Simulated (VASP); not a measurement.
```
CELL_PARAMETERS angstrom
      0.00000     2.67089     2.67089
      2.67089     0.00000     2.67089
      2.67089     2.67089     0.00000
ATOMIC_POSITIONS crystal
  Cd 0.00000 0.00000 0.00000
  F  0.25000 0.25000 0.25000
  F  0.75000 0.75000 0.75000
```

Level of theory: PBE GGA with D3 dispersion (Becke-Johnson damping), VASP's PBE PAW potentials (set 64) (plane waves; VASP 6.6.1). Run with 520 eV cut-off, 7×7×7 Γ-centred mesh, Gaussian smearing of 0.050 eV, potentials Cd F.

Problem. What does the run give for the energy per atom (σ→0), pressure?

Solution. 
```yaml
energy per atom (σ→0): -3.775 eV/atom
pressure: 7.39 GPa
```

Total energies compare only between runs with the same potentials, cut-off and functional.

The compound is CdF2 in the fluorite structure. This cell is one point of a volume scan, at 0.94 of the reference volume.
